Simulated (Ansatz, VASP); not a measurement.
# Cross-check of Na3Y between VASP and Ansatz, part 2 of 2

Aim: how closely do two programs agree when they are given the same cell, functional and k mesh? The cell is generated by rule, not measured, and may not be a known phase. Of the first pair: The two relaxations start from unlike cells of this crystal (the structure described is Ansatz's start), so only their ends are compared.

VASP 6.6.1 and Ansatz 0.2.0.

So far: Set-up; Ansatz: relaxation of cell and atoms, PBEsol, pair 1; VASP: relaxation of cell and atoms, PBEsol, pair 1; Differences.

### 5. Ansatz: relaxation of cell and atoms, PBEsol, pair 2

Level of this step: Ansatz beside VASP: Kohn-Sham DFT, plane waves, PBEsol (Ansatz).

The relaxed volume is the usual yardstick between codes: in a stiff, nearly cubic crystal its relative difference is about their pressure difference at one cell divided by the bulk modulus. Its start cell is another than that of the pair before, and may be another structure of the material.

The cell is taken from a series of runs on this material, whose earlier steps may have relaxed, scaled, displaced or heated it; both programs get it as it stands.

File input.yaml:

```yaml
crystal:
  lattice:
    - [-2.4407723846, 2.4407723846, 5.5639474747]
    - [2.4407723846, -2.4407723846, 5.5639474747]
    - [2.4407723846, 2.4407723846, -5.5639474747]
  atoms:
    - { symbol: Na, position: [0.75, 0.25, 0.5] }
    - { symbol: Na, position: [0.5, 0.5, 0.0] }
    - { symbol: Na, position: [0.25, 0.75, 0.5] }
    - { symbol: "Y", position: [0.0, 0.0, 0.0] }
kpoints:
  mp_grid: { grid: [10, 10, 10] }
hamiltonian:
  xc: pbesol
scf:
  occupations: { method: methfessel_paxton, width: 0.15 }
output:
  forces: true
  stress: true
  eigenvalues: true
relax:
  adjacent_minimum: "off"
  f_tol: 0.001
  max_steps: 60
  cell: { stress_tol: 0.01 }
```

Command:

```console
> ansatz run input.yaml --threads 4 --pin off --max-ram 7168MiB --backend cpu --events-out ev --progress --plain --runs-dir out
```

Numbers of over 12 decimals in the logs are rounded to 6 here.

Log:

```text
[...]
Crystal: 4 atoms, lattice volume = 132.586 Å³
Basis set: ecut = 420 eV, 2567 PW (Γ), exchange–correlation on 90×90×90 points (8 copies of the dense FFT grid, shifted against one another)
Bands: 23, of which v1, the nominal top of the filled ones, is band 19 counted from 1 (18 counted from 0)
Symmetry: 16 space group operations
[...]
k-points: 102 of 1000
[...]
--- Relaxed structure (4 steps of the walk, 4 accepted, 1 SCFs on fresh bases) ---
[...]
cell:  # Å, volume = 132.9577 Å³
    - [-2.449994, 2.449994, 5.537623]
    - [2.449994, -2.449994, 5.537623]
    - [2.449994, 2.449994, -5.537623]
  atoms:
    - { symbol: Na, position: [0.75, 0.25, 0.500000] }
    - { symbol: Na, position: [0.5, 0.5, 0] }
    - { symbol: Na, position: [0.25, 0.75, 0.500000] }
    - { symbol: Y, position: [0, 0, 0] }
[key lines of the parts left out:]
SCF converged after 6 iterations
Free energy (F): -8221.177329 eV
Fermi energy:    3.820096 eV
P = ⅓ Tr σ = -0.0025 GPa (-0.025 kbar)
```

### 6. VASP: relaxation of cell and atoms, PBEsol, pair 2

The same cell, functional, mesh and smearing now go to VASP, with its own data sets.

File INCAR:

```
SYSTEM = Na3Y
PREC = Accurate
ENCUT = 500
EDIFF = 1E-07
NELM = 120
ISMEAR = 1
SIGMA = 0.15
LREAL = .FALSE.
ALGO = Normal
GGA = PS
NBANDS = 22
LASPH = .TRUE.
LORBIT = 11
LWAVE = .FALSE.
LCHARG = .FALSE.
ISIF = 3
IBRION = 2
NSW = 80
EDIFFG = -0.005
GGA_COMPAT = .FALSE.
NELMIN = 4
KPAR = 2
```

File POSCAR:

```
Na3Y
1.0
   -2.4407720000      2.4407720000      5.5639470000
    2.4407720000     -2.4407720000      5.5639470000
    2.4407720000      2.4407720000     -5.5639470000
Na Y
3 1
Direct
    0.7500000449      0.2500000449      0.5000000000
    0.5000000000      0.5000000000      0.0000000000
    0.2500000449      0.7500000449      0.5000000000
    0.0000000000      0.0000000000      0.0000000000
```

File KPOINTS:

```
Automatic mesh
0
Gamma
10 10 10
0 0 0
```

The projector-augmented-wave data sets are Na_pv and Y_sv (PBE family, release 64).

Command:

```console
> mpirun -np 2 vasp_std
```

Log:

```text
[banner, memory and clock lines left out]
running    2 mpi-ranks, on    1 nodes
[...]
[... a notice as in an earlier step ...]

 LDA part: xc-table for (Slater+PW92), standard interpolation
 POSCAR, INCAR and KPOINTS ok, starting setup
[...]
entering main loop
       N       E                     dE             d eps       ncg     rms          rms(c)
DAV:   1     0.250164024185E+03    0.25016E+03   -0.16173E+04  4488   0.143E+03
DAV:   2     0.520210842934E+01   -0.24496E+03   -0.23935E+03  4710   0.383E+02
DAV:   3    -0.914955931698E+01   -0.14352E+02   -0.13799E+02  5852   0.105E+02
DAV:   4    -0.101751972723E+02   -0.10256E+01   -0.10104E+01  7744   0.185E+01
[...]
DAV:  14    -0.951067276713E+01    0.20034E-05   -0.84913E-06  6514   0.215E-02    0.463E-03
DAV:  15    -0.951067249209E+01    0.27504E-06   -0.13301E-06  6964   0.816E-03    0.215E-03
DAV:  16    -0.951067250628E+01   -0.14190E-07   -0.78455E-08  3022   0.269E-03
   1 F= -.95106725E+01 E0= -.95094729E+01  d E =-.951067E+01
[... from here on, the cycles between the ionic steps are left out ...]
   2 F= -.95107315E+01 E0= -.95095273E+01  d E =-.589746E-04
   3 F= -.95108336E+01 E0= -.95096200E+01  d E =-.161115E-03
   4 F= -.95108436E+01 E0= -.95096278E+01  d E =-.171136E-03
   5 F= -.95108937E+01 E0= -.95096753E+01  d E =-.500526E-04
   6 F= -.95109109E+01 E0= -.95096912E+01  d E =-.672398E-04
[...]
reached required accuracy - stopping structural energy minimisation
```

Parts of OUTCAR (step 6):

```text
  Total       -0.0005037     -0.0005037      0.0029141      0.0000000      0.0000000     -0.0000000
  in kB       -0.0060774     -0.0060774      0.0351623      0.0000000      0.0000000     -0.0000000
  external PRESSURE =       0.0076691 kB  Pullay stress =       0.0000000 kB

 POSITION                                       TOTAL-FORCE (eV/Angst)
 -----------------------------------------------------------------------------------
      0.00000      2.44943      2.76640         0.000000      0.000000     -0.000000
      0.00000      0.00000      5.53280         0.000000      0.000000      0.000000
      2.44943      0.00000      2.76640        -0.000000     -0.000000      0.000000
      0.00000      0.00000     11.06560         0.000000      0.000000      0.000000
 -----------------------------------------------------------------------------------
    total drift:                               -0.000000     -0.000000     -0.000228

  FREE ENERGIE OF THE ION-ELECTRON SYSTEM (eV)
  ---------------------------------------------------
  free  energy   TOTEN  =        -9.5109108817 eV

  energy  without entropy=       -9.5072517541  energy(sigma->0) =       -9.50969117

[... 1 part as in an earlier step ...]

[... 3 further parts left out ...]
[key lines of the parts left out:]
E-fermi :   1.0804
```

The run keeps the 16 symmetry operations of its start, so it cannot find a distortion of lower symmetry.

### 7. Comparison

What differs besides the data sets and the points named for the pairs above, as far as they apply: the data sets hold 38 valence electrons in Ansatz (on its default PAW (the set named soft_2) files) and 32 in VASP. Total energies have different zeros and are not compared.

Compared:

| quantity | Ansatz | VASP | difference |
| --- | --- | --- | --- |
| volume (Å³) | 132.96 | 132.78 | +0.13 % |
| edge a after relaxation, in the typed setting (Å) | 6.532 | 6.528 | +0.07 % |

### 8. Results

| Item | Value |
| --- | --- |
| difference in volume (relaxation of cell and atoms, PBEsol, pair 1) | -0.17 % |
| difference in volume (relaxation of cell and atoms, PBEsol, pair 2) | 0.13 % |

What this shows: The difference in volume is -0.17 % (relaxation of cell and atoms, PBEsol, pair 1), within the 1.2 % picked in this series as the mark of a large difference, as far as the stopping tolerances let one tell. The data sets hold unlike numbers of valence electrons (38 in Ansatz and 32 in VASP), so part of the differences comes from the potentials. 1 further run of this series is not shown here. How closely two codes agree says nothing of how well the functional describes the real material.

[Lines on the potential files, build, host, timing and source positions are cut from VASP's logs without a mark.]

[Logs are printed without paths, hosts, clocks, repeated set-up lines and the standing remarks that a program may print on its own settings, such as how far it seeks lower states.]

[Hosts, paths, dates, database ids (printed as entryN), source tags and the programs' standing remarks are cut or masked in the printed files.]
